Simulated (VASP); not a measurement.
Relaxed, unreconstructed slabs of Be (hcp). Calculation: r2SCAN meta-GGA, VASP's PBE PAW potentials (set 64) (plane waves; VASP).

Slab and bulk use different k-meshes, so the surface energy is good to a few per cent at best.

### Question
Order the faces (100) [10 atoms], (001) [6 atoms] by surface energy, lowest first.

### Answer
(001) [6 atoms] (1.75 J/m²), (100) [10 atoms] (1.88 J/m²)

### Question
And what are their work functions?

### Answer
(100) [10 atoms] 4.47 eV, (001) [6 atoms] 5.59 eV.

Runs of the series that failed, ran out of time, didn't relax or are held back are left out, and each face is given by its thickest slab.

The cell is a thin slab with vacuum, built from Be (hcp).
